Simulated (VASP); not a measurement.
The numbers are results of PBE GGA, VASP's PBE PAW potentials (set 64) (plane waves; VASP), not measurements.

The input files of a VASP run:

KPOINTS:
```
Automatic mesh
0
Gamma
8 8 7
0 0 0
```

### INCAR
```
SYSTEM = BiSb
PREC = Accurate
ENCUT = 400
EDIFF = 1E-6
NELM = 100
ALGO = Normal
LREAL = .FALSE.
LASPH = .TRUE.
ISMEAR = 1
SIGMA = 0.1
GGA = PE
LMAXMIX = 4
LWAVE = .FALSE.
LCHARG = .FALSE.
ISIF = 2
ISPIN = 2
MAGMOM = 1.0 1.0
```

**POSCAR**
```
BiSb
1
    4.2431760000     0.0000000000     0.0000000000
   -2.1215880000     3.6746980000     0.0000000000
    0.0000000000     0.0000000000     4.1411290000
Sb Bi
1 1
Direct
  0.0000000000   0.0000000000   0.0000000000
  0.6666670000   0.3333330000   0.5000000000
```

POTCAR, in this order: Sb Bi_d (PBE.64 set). Program: vasp_std.

Output of the run:

### OSZICAR
```
       N       E                     dE             d eps       ncg     rms          rms(c)
DAV:   1     0.134877474501E+03    0.13488E+03   -0.86667E+03  2400   0.110E+03
DAV:   2     0.110042205607E+01   -0.13378E+03   -0.13194E+03  2666   0.306E+02
DAV:   3    -0.735081943475E+01   -0.84512E+01   -0.83816E+01  3009   0.871E+01
DAV:   4    -0.756327881515E+01   -0.21246E+00   -0.21216E+00  3091   0.158E+01
DAV:   5    -0.756944610588E+01   -0.61673E-02   -0.61671E-02  3278   0.215E+00    0.498E+00
DAV:   6    -0.775713900088E+01   -0.18769E+00   -0.18849E-01  2974   0.266E+00    0.189E+00
DAV:   7    -0.776984888327E+01   -0.12710E-01   -0.24404E-02  2827   0.138E+00    0.818E-01
DAV:   8    -0.776985819449E+01   -0.93112E-05   -0.44741E-03  2932   0.398E-01    0.367E-01
DAV:   9    -0.776980582446E+01    0.52370E-04   -0.17754E-03  2813   0.307E-01    0.142E-01
DAV:  10    -0.776964534850E+01    0.16048E-03   -0.15602E-04  2982   0.124E-01    0.320E-02
DAV:  11    -0.776966612562E+01   -0.20777E-04   -0.57363E-05  2575   0.478E-02    0.161E-02
DAV:  12    -0.776967213205E+01   -0.60064E-05   -0.11077E-05  3023   0.274E-02    0.688E-03
DAV:  13    -0.776967245173E+01   -0.31967E-06   -0.12823E-06  2187   0.743E-03
   1 F= -.77696725E+01 E0= -.77694808E+01  d E =-.575075E-03  mag=     0.0000
```

### OUTCAR
```
------------------------ aborting loop because EDIFF is reached ----------------------------------------
  FORCE on cell =-STRESS in cart. coord.  units (eV):
  Direction    XX          YY          ZZ          XY          YZ          ZX
  --------------------------------------------------------------------------------------
  Total        0.2745282      0.2745281      0.3938925      0.0000000     -0.0000000      0.0000000
  in kB        6.8118649      6.8118641      9.7736507      0.0000000     -0.0000000      0.0000000
  external PRESSURE =       7.7991266 kB  Pullay stress =       0.0000000 kB
  volume of cell :       64.57
      direct lattice vectors                 reciprocal lattice vectors
     4.243176000  0.000000000  0.000000000     0.235672525  0.136065603  0.000000000
    -2.121588000  3.674698000  0.000000000     0.000000000  0.272131206  0.000000000
     0.000000000  0.000000000  4.141129000     0.000000000  0.000000000  0.241480041
 POSITION                                       TOTAL-FORCE (eV/Angst)
 -----------------------------------------------------------------------------------
      0.00000      0.00000      0.00000        -0.000000     -0.000000      0.000000
      2.12159      1.22490      2.07056         0.000000      0.000000      0.000000
 -----------------------------------------------------------------------------------
    total drift:                               -0.002206      0.001272      0.000000
  FREE ENERGIE OF THE ION-ELECTRON SYSTEM (eV)
  ---------------------------------------------------
  free  energy   TOTEN  =        -7.7696724517 eV

  energy  without entropy=       -7.7690973770  energy(sigma->0) =       -7.76948076
```
(Selected blocks of OUTCAR.)

The structure was generated: BiSb was put into the WC type (P-6m2), which need not be its known phase. The cell was not relaxed at this level.
